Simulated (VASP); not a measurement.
# GaSn (P6_3/mmc) in VASP: notebook

The runs below take GaSn through relaxation of cell and atoms, single point, atomic charges, with PBE, AM05, PBEsol0.

Everything below comes from runs of VASP 6.6.1. Logs are shortened: lines on timing, memory, paths and dates and some standing lists are left out, and cuts for length are marked.

### Step 1. The structure

The structure is hexagonal, space group P6_3/mmc (No. 194). The conventional cell has a = 4.056 Å, b = 4.056 Å, c = 6.186 Å, α = 90.00°, β = 90.00°, γ = 120.00°. Around Ga (site symmetry -6m2) lie 6 Sn at 2.81 Å. Sn (site symmetry -3m) is surrounded by 6 Ga at 2.81 Å and 2 Sn at 3.09 Å.

The cell was built by a generator and needn't be a form met in nature.

### Step 2. Relaxation of cell and atoms, PBE

File INCAR:

```
ALGO = Fast
EDIFF = 1E-6
EDIFFG = -0.005
ENCUT = 600
GGA = PE
IBRION = 2
ISIF = 3
ISMEAR = 1
LASPH = T
LCHARG = F
LREAL = F
LWAVE = F
NELM = 80
NSW = 60
PREC = Accurate
SIGMA = 0.1
```

File KPOINTS:

```
k-points
0
Gamma
  8 8 5
```

File POSCAR:

```
GaSn
1.0
    4.0555373700      0.0000000000      0.0000000000
   -2.0277686800      3.5121983900      0.0000000000
    0.0000000000      0.0000000000      6.1861190200
Ga Sn
2 2
Direct
    0.6666666700      0.3333333300      0.7500000000
    0.3333333300      0.6666666700      0.2500000000
    0.0000000000      0.0000000000      0.0000000000
    0.0000000000      0.0000000000      0.5000000000
```

Potentials or basis: VASP PAW PBE potentials, release 64 (Ga_d, Sn_d).

Command:

```sh
$ cat potpaw_PBE.64/Ga_d/POTCAR potpaw_PBE.64/Sn_d/POTCAR > POTCAR
$ mpirun -np 1 vasp_std > vasp.out
```

OUTCAR:

```text
EDIFF = 1E-6
   EDIFFG = -0.005
   ENCUT = 600
   GGA = PE
   IBRION = 2
   ISIF = 3
   ISMEAR = 1
   LASPH = T
   LREAL = F
   NELM = 80
   NSW = 60
   PREC = Accurate

 ion  position               nearest neighbor table
   1  0.667  0.333  0.750-   3 2.81   4 2.81   3 2.81   4 2.81   3 2.81   4 2.81
   2  0.333  0.667  0.250-   3 2.81   4 2.81   3 2.81   4 2.81   3 2.81   4 2.81
   3  0.000  0.000  0.000-   1 2.81   2 2.81   2 2.81   1 2.81   1 2.81   2 2.81   4 3.09   4 3.09

   4  0.000  0.000  0.500-   1 2.81   2 2.81   2 2.81   1 2.81   1 2.81   2 2.81   3 3.09   3 3.09

  LATTYP: Found a hexagonal cell.
 ALAT       =     4.0555373700
 C/A-ratio  =     1.5253512557

  Lattice vectors:

 A1 = (   4.0555373700,   0.0000000000,   0.0000000000)
 A2 = (  -2.0277686800,   3.5121983900,   0.0000000000)
 A3 = (   0.0000000000,   0.0000000000,   6.1861190200)

Analysis of symmetry for initial positions (statically):
=====================================================================
 Subroutine PRICEL returns:
 Original cell was already a primitive cell.

 Routine SETGRP: Setting up the symmetry group for a
 hexagonal supercell.

 Subroutine GETGRP returns: Found 24 space group operations
 (whereof 12 operations were pure point group operations)
 out of a pool of 24 trial point group operations.

The static configuration has the point symmetry D_3d.
 The point group associated with its full space group is D_6h.

Analysis of symmetry for dynamics (positions and initial velocities):
=====================================================================
 Subroutine PRICEL returns:
 Original cell was already a primitive cell.

 Routine SETGRP: Setting up the symmetry group for a
 hexagonal supercell.

 Subroutine GETGRP returns: Found 24 space group operations
 (whereof 12 operations were pure point group operations)
 out of a pool of 24 trial point group operations.

The dynamic configuration has the point symmetry D_3d.
 The point group associated with its full space group is D_6h.

 Subroutine INISYM returns: Found 24 space group operations
 (whereof 12 operations are pure point group operations),
 and found     1 'primitive' translations

----------------------------------------------------------------------------------------

                                     Primitive cell

  volume of cell :      88.1142

  direct lattice vectors                    reciprocal lattice vectors
     4.055537370  0.000000000  0.000000000     0.246576448  0.142360978  0.000000000
    -2.027768680  3.512198390  0.000000000     0.000000000  0.284721957  0.000000000
     0.000000000  0.000000000  6.186119020     0.000000000  0.000000000  0.161652241

  length of vectors
     4.055537370  4.055537369  6.186119020     0.284721957  0.284721957  0.161652241

  position of ions in fractional coordinates (direct lattice)
     0.666666670  0.333333330  0.750000000
     0.333333330  0.666666670  0.250000000
     0.000000000  0.000000000  0.000000000
     0.000000000  0.000000000  0.500000000

  ion indices of the primitive-cell ions
   primitive index   ion index
                 1           1
                 2           2
                 3           3
                 4           4

----------------------------------------------------------------------------------------

 KPOINTS: k-points

Automatic generation of k-mesh.
 Grid dimensions read from file:
 generate k-points for:    8    8    5

 Generating k-lattice:

  Cartesian coordinates                     Fractional coordinates (reciprocal lattice)
     0.030822056  0.017795122  0.000000000     0.125000000  0.000000000  0.000000000
     0.000000000  0.035590245  0.000000000     0.000000000  0.125000000  0.000000000
     0.000000000  0.000000000  0.032330448     0.000000000  0.000000000  0.200000000

  Length of vectors
     0.035590245  0.035590245  0.032330448

  Shift w.r.t. Gamma in fractional coordinates (k-lattice)
     0.000000000  0.000000000  0.000000000

 Subroutine IBZKPT returns following result:
 ===========================================

 Found     30 irreducible k-points:

 Following reciprocal coordinates:
            Coordinates               Weight
  0.000000  0.000000  0.000000      1.000000
  0.125000  0.000000  0.000000      6.000000
  0.250000  0.000000  0.000000      6.000000
  0.375000 -0.000000  0.000000      6.000000
  0.500000  0.000000  0.000000      3.000000
  0.125000  0.125000  0.000000      6.000000
[... 16 lines left out ...]
  0.250000  0.000000  0.400000     12.000000
  0.375000 -0.000000  0.400000     12.000000
 [... further k-points ...]
   k-points           NKPTS =     30   k-points in BZ     NKDIM =     30   number of bands    NBANDS=     32
   number of dos      NEDOS =    301   number of ions     NIONS =      4
   total plane-waves  NPLWV =  51200
   dimension x,y,z NGX =    32 NGY =   32 NGZ =   50
   dimension x,y,z NGXF=    64 NGYF=   64 NGZF=  100
[... 26 lines left out ...]
   EMIN   =  10.00;   EMAX   =-10.00  energy-range for DOS
   EFERMI =   0.00;   METHOD = LEGACY
   ISMEAR =     1;   SIGMA  =   0.10  broadening in eV -4-tet -1-fermi 0-gaus
   EFERMI_NEDOS =   21; number of points for ismear=-14 and -15
   IALGO  =     68    algorithm
   IMIX   =      4    mixing-type and parameters
     AMIX     =   0.40;   BMIX     =  1.00
     AMIX_MAG =   1.60;   BMIX_MAG =  1.00
  volume/ion in A,a.u.               =      22.03       148.66
  Fermi-wavevector in a.u.,A,eV,Ry     =   1.390564  2.627784 26.309137  1.933667
  Thomas-Fermi vector in A             =   2.514487
   LORBIT       =      0    0 simple, 1 ext, 2 COOP (PROOUT), +10 PAW based schemes
   GGA     = PE    functional components
   LHFCALC =     F    Hartree Fock is set to
   AEXX    =    0.0000 exact exchange contribution
   IVDW    =     0    specifies the selected vdW correction
   LEPSILON=     F    determine dielectric tensor
   LRPA    =     F    only Hartree local field effects (RPA)
 conjugate gradient relaxation of ions
 non-spin polarized calculation
 RMM-DIIS sequential band-by-band and
 Methfessel and Paxton  Order N= 1 SIGMA  =   0.10
  energy-cutoff  :      600.00
  volume of cell :       88.11
 maximum number of plane-waves:      2966
   NGX = 17   NGY = 17   NGZ = 25

--------------------------------------- Ionic step        1  -------------------------------------------

 number of electron      53.9999982 magnetization

 Free energy of the ion-electron system (eV)
  ---------------------------------------------------
  ext. energy  EPLUGINS =         0.00000000
  ---------------------------------------------------
  free energy    TOTEN  =       -12.78121884 eV

  energy without entropy =      -12.77866451  energy(sigma->0) =      -12.78036740

 E-fermi :   7.4747     XC(G=0): -10.6997

 val. band max:        7.4545814811   @ k =   0.1250   0.0000   0.4000
 cond. band min:       7.4954308722   @ k =   0.3750  -0.0000   0.4000
 fundamental gap:      0.0408493911
 Fermi energy:         7.4746715989

 k-point     1 :       0.0000    0.0000    0.0000
  band No.  band energies     occupation
      1     -14.2346      2.00000
      2     -14.1220      2.00000
      3     -14.1220      2.00000
      4     -14.0300      2.00000
      5     -14.0300      2.00000
      6     -14.0212      2.00000
[... 829 lines left out ...]
     31      10.8920      0.00000
     32      12.5134      0.00000

 [... further k-points ...]

------------------------ aborting loop because EDIFF is reached ----------------------------------------

  FORCE on cell =-STRESS in cart. coord.  units (eV):
  Direction    XX          YY          ZZ          XY          YZ          ZX
  --------------------------------------------------------------------------------------
  -------------------------------------------------------------------------------------
  Total        4.8242524      4.8242524      6.3433343      0.0000000     -0.0000000      0.0000000
  in kB       87.7192450     87.7192451    115.3406676      0.0000001     -0.0000000      0.0000000
  external PRESSURE =      96.9263859 kB  Pullay stress =       0.0000000 kB
[... 95 lines left out ...]
  FREE ENERGIE OF THE ION-ELECTRON SYSTEM (eV)
  ---------------------------------------------------
  free  energy   TOTEN  =       -13.1699967773 eV

  energy  without entropy=      -13.1705374390  energy(sigma->0) =      -13.17017700

[... ionic steps 4 to 8 ...]

--------------------------------------- Ionic step        9  -------------------------------------------

 number of electron      53.9999986 magnetization

------------------------ aborting loop because EDIFF is reached ----------------------------------------
[... 71 lines left out ...]
--------------------------------------- Ionic step       11  -------------------------------------------

 number of electron      53.9999987 magnetization

 Free energy of the ion-electron system (eV)
  ---------------------------------------------------
  ext. energy  EPLUGINS =         0.00000000
  ---------------------------------------------------
  free energy    TOTEN  =       -13.17073980 eV

  energy without entropy =      -13.17154552  energy(sigma->0) =      -13.17100837

 E-fermi :   5.7823     XC(G=0):  -9.9712

 val. band max:        5.7527745180   @ k =   0.2500   0.2500   0.2000
 cond. band min:       5.8145379269   @ k =   0.0000   0.0000   0.0000
 fundamental gap:      0.0617634089
 Fermi energy:         5.7822730031

 k-point     1 :       0.0000    0.0000    0.0000
  band No.  band energies     occupation
      1     -15.7031      2.00000
      2     -15.6341      2.00000
      3     -15.6341      2.00000
      4     -15.5787      2.00000
      5     -15.5786      2.00000
      6     -15.5724      2.00000
[... 829 lines left out ...]
     31       9.1696      0.00000
     32      10.5184      0.00000

 [... further k-points ...]

------------------------ aborting loop because EDIFF is reached ----------------------------------------

  FORCE on cell =-STRESS in cart. coord.  units (eV):
  Direction    XX          YY          ZZ          XY          YZ          ZX
  --------------------------------------------------------------------------------------
  -------------------------------------------------------------------------------------
  Total       -0.0168827     -0.0168827      0.0115694     -0.0000000      0.0000000      0.0000000
  in kB       -0.2632345     -0.2632345      0.1803904     -0.0000000      0.0000000      0.0000000
  external PRESSURE =      -0.1153595 kB  Pullay stress =       0.0000000 kB
[... 19 lines left out ...]
  FREE ENERGIE OF THE ION-ELECTRON SYSTEM (eV)
  ---------------------------------------------------
  free  energy   TOTEN  =       -13.1707397963 eV

  energy  without entropy=      -13.1715455154  energy(sigma->0) =      -13.17100837

 reached required accuracy - stopping structural energy minimisation
```

Wall time 4.1 min (1 thread of Intel Xeon 6975P-C (Granite Rapids), shared host); peak memory 0.28 GiB.

What came out:

```
Free energy                            : -13.1707 eV
Relaxed volume                         : 25.69 Å³/atom
Relaxed cell                           : a = 4.259 Å, b = 4.259 Å, c = 6.541 Å, α = 90.00°, β = 90.00°, γ = 120.00°
Space group after relaxing (to 0.05 Å) : P6_3/mmc (No. 194)
Energy gained by relaxing              : 97.4 meV/atom
Ionic steps                            : 11
Pressure after relaxing                : 0.0 GPa
Band gap on the k mesh                 : none (metal or under the smearing width)
```

The path:
| step | energy change (eV) | largest force (eV/Å) | pressure (GPa) | volume (Å³) |
| --- | --- | --- | --- | --- |
| 1 | 0.0000 | 0.0000 | 9.69 | 88.11 |
| 2 | -0.3705 | 0.0000 | -1.48 | 106.21 |
| 3 | -0.3888 | 0.0000 | 0.11 | 102.40 |
| 4 | -0.3888 | 0.0000 | -0.08 | 102.70 |
| 5 | -0.3893 | 0.0000 | 0.07 | 102.50 |
| 6 | -0.3894 | 0.0000 | 0.15 | 102.42 |
| 7 | -0.3894 | 0.0000 | 0.13 | 102.45 |
| 8 | -0.3895 | 0.0000 | 0.03 | 102.71 |
| 9 | -0.3895 | 0.0000 | 0.01 | 102.77 |
| 10 | -0.3895 | 0.0000 | 0.04 | 102.74 |
| 11 | -0.3895 | 0.0000 | -0.01 | 102.76 |

Final structure:
```yaml
crystal:
  lattice:
    - [4.25903, 0.00000, 0.00000]
    - [-2.12952, 3.68843, 0.00000]
    - [0.00000, 0.00000, 6.54118]
  atoms:
    - { symbol: Ga, position: [0.66667, 0.33333, 0.75000] }
    - { symbol: Ga, position: [0.33333, 0.66667, 0.25000] }
    - { symbol: Sn, position: [0.00000, 0.00000, 0.00000] }
    - { symbol: Sn, position: [0.00000, 0.00000, 0.50000] }
```

Caveat: the volume moved by over 15 % at a fixed basis, so the end points are rough.

### Step 3. Single point, AM05

File run.py:

```python
from ase.calculators.vasp import Vasp
from ase.dft.bandgap import bandgap
from ase.io import read

atoms = read('GaSn.cif')
calc = Vasp(
    directory='calc',
    xc='am05',
    pp='PBE',
    setups='recommended',
    pp_version='54',
    prec='Accurate',
    encut=520,
    ediff=1e-07,
    ismear=1,
    sigma=0.1,
    lreal=False,
    lasph=True,
    nelm=60,
    algo='Normal',
    isif=2,
    lwave=False,
    lcharg=False,
    kpts=[8, 8, 5],
    gamma=True,
)
atoms.calc = calc

print('energy (eV):', atoms.get_potential_energy())
print('free energy (eV):', atoms.get_potential_energy(force_consistent=True))
print('forces (eV/A):')
print(atoms.get_forces())
print('stress (eV/A^3, Voigt):', atoms.get_stress())
print('Fermi level (eV):', calc.get_fermi_level())
gap, top, bottom = bandgap(calc)
print('band gap (eV):', gap, 'from (spin, k, band)', top, 'to', bottom)
```

File GaSn.cif:

```cif
data_GaSn
_cell_length_a 4.05553737
_cell_length_b 4.05553737
_cell_length_c 6.18611902
_cell_angle_alpha 90.00000000
_cell_angle_beta 90.00000000
_cell_angle_gamma 119.99999993
_space_group_name_H-M_alt 'P1'
_space_group_name_Hall 'P 1'
_space_group_IT_number 1
loop_
_space_group_symop_operation_xyz
'x,y,z'
loop_
_atom_site_label
_atom_site_type_symbol
_atom_site_symmetry_multiplicity
_atom_site_Wyckoff_symbol
_atom_site_fract_x
_atom_site_fract_y
_atom_site_fract_z
_atom_site_occupancy
Ga1 Ga 1 a 0.6666666700 0.3333333300 0.7500000000 1
Ga2 Ga 1 a 0.3333333300 0.6666666700 0.2500000000 1
Sn1 Sn 1 a 0.0000000000 0.0000000000 0.0000000000 1
Sn2 Sn 1 a 0.0000000000 0.0000000000 0.5000000000 1
```

Potentials or basis: VASP PAW PBE potentials, release 54 (Ga_d, Sn_d).

Command:

```sh
$ python run.py
```

Run time: 37 s. Hardware: 1 thread of Intel Xeon 6975P-C (Granite Rapids), shared host; peak memory 0.23 GiB.

The run converged. Its results:

```
Free energy            : -13.6453 eV
Pressure               : 6.0 GPa
Band gap on the k mesh : none (metal or under the smearing width)
```

Stress tensor (GPa, compression positive):
```
5.21 0.00 0.00
0.00 5.21 0.00
0.00 0.00 7.61
```

Levels at points of the mesh, in eV from the Fermi level:
```
           k point  band 24  band 25  band 26  band 27  band 28  band 29  band 30  band 31
(0.00, 0.00, 0.00)    -0.11    -0.11     0.86     2.02     2.02     2.44     2.66     3.53
(0.50, 0.00, 0.00)    -4.59    -4.20    -3.28    -2.32     1.41     1.98     2.36     2.94
```

Caveat: the PAW data sets were made with another functional, which shifts forces and pressure a little.

### Step 4. Atomic charges, PBEsol0

POSCAR is that of step 2.

File INCAR.step1:

```
PREC     = Accurate       # precision mode
ENCUT    = 500            # plane-wave cutoff, eV
EDIFF    = 1E-5           # SCF threshold, eV
ISMEAR   = 1              # smearing method
SIGMA    = 0.1            # smearing width, eV
LREAL    = Auto         
LASPH    = True           # aspherical terms in the spheres
NELM     = 100            # most SCF steps
ALGO     = Normal         # electronic algorithm
ISIF     = 2              # what is computed and relaxed
LWAVE    = True           # write WAVECAR
LCHARG   = False          # write CHGCAR
NBANDS   = 31             # bands
NELMDL   = 0            
GGA      = PE             # functional
```

File INCAR.step2:

```
PREC     = Accurate       # precision mode
ENCUT    = 500            # plane-wave cutoff, eV
EDIFF    = 1E-7           # SCF threshold, eV
ISMEAR   = 1              # smearing method
SIGMA    = 0.1            # smearing width, eV
LREAL    = Auto         
LASPH    = True           # aspherical terms in the spheres
NELM     = 100            # most SCF steps
ALGO     = Normal         # electronic algorithm
ISIF     = 2              # what is computed and relaxed
LWAVE    = False          # write WAVECAR
LCHARG   = False          # write CHGCAR
GGA      = PS             # functional
LHFCALC  = True           # exact exchange
AEXX     = 0.25           # exact-exchange fraction
PRECFOCK = Normal       
LORBIT   = 11             # projections on sites
NBANDS   = 31             # bands
NELMDL   = 0            
ISTART   = 1
```

File KPOINTS:

```
regular mesh
0
Gamma
  4 4 3
```

Potentials or basis: VASP PAW PBE potentials, release 64 (Ga, Sn).

Command:

```sh
$ cat potpaw_PBE.64/Ga/POTCAR potpaw_PBE.64/Sn/POTCAR > POTCAR
$ cp INCAR.step1 INCAR
$ mpirun -np 1 vasp_std > vasp.out
$ cp INCAR.step2 INCAR
$ mpirun -np 1 vasp_std > vasp.out
```

It took 11 min on 1 thread of Intel Xeon 6975P-C (Granite Rapids), shared host; peak memory 0.25 GiB.

It converged, with:

```
Free energy                                           : -17.7987 eV
Pressure                                              : 4.8 GPa
Band gap on the k mesh                                : none (metal or under the smearing width)
Valence electrons inside the program's atomic spheres : Ga 2.39; Sn 3.32
```

Stress tensor (GPa, compression positive):
```
3.75 0.00 0.00
0.00 3.75 0.00
0.00 0.00 6.77
```

Levels at points of the mesh, in eV from the Fermi level:
```
           k point  band 5  band 6  band 7  band 8  band 9  band 10
(0.00, 0.00, 0.00)   -0.92    1.13    2.15    2.15    2.80     2.96
(0.50, 0.00, 0.00)   -5.56   -4.57   -3.55    1.53    2.01     2.46
```

Caveat: the k mesh is coarse (spacing up to 0.45 Å⁻¹), so the values aren't converged, least of all with exact exchange; the PAW data sets were made with another functional, which shifts forces and pressure a little.

### Step 5. The reference run

An earlier run on the cell as given: functional PBE; potentials or basis VASP PAW PBE potentials, release 64 (Ga_d, Sn_d); cutoff 520 eV; k mesh 8 × 8 × 5; occupations fermi-dirac, width 0.05 eV; no spin polarisation.

- Pressure: 9.7 GPa
- Band gap on the k mesh: none (metal or under the smearing width)

### Step 6. Overview

```csv
task,level,potentials or basis,cell,k mesh,cutoff (eV),smearing,grid for exact exchange (PRECFOCK),exchange at q = 0,other keys,mesh quality,gap on the mesh (eV),pressure (GPa)
relaxation of cell and atoms,PBE,"VASP PAW PBE potentials, release 64 (Ga_d, Sn_d)",relaxed,8 × 8 × 5,600,methfessel-paxton 0.1 eV,-,-,-,not flagged,none,0.0
single point,AM05,"VASP PAW PBE potentials, release 54 (Ga_d, Sn_d)",as given,8 × 8 × 5,520,methfessel-paxton 0.1 eV,-,-,-,not flagged,none,6.0
atomic charges,PBEsol0,"VASP PAW PBE potentials, release 64 (Ga, Sn)",as given,4 × 4 × 3,500,methfessel-paxton 0.1 eV,Normal,default,NELMDL = 0; LREAL = Auto; NBANDS = 31,coarse,none,4.8
single point,PBE,"VASP PAW PBE potentials, release 64 (Ga_d, Sn_d)",as given,8 × 8 × 5,520,fermi-dirac 0.05 eV,-,-,-,not flagged,none,9.7
```

Alike in all rows: no spin polarisation.

Caveats: some runs use coarse meshes; the PAW data sets were made with another functional, which shifts forces and pressure a little (some runs); the volume moved by over 15 % at a fixed basis, so the end points are rough (some runs).

Total energies depend on the potentials used, so only differences within one code and one set of settings carry meaning.
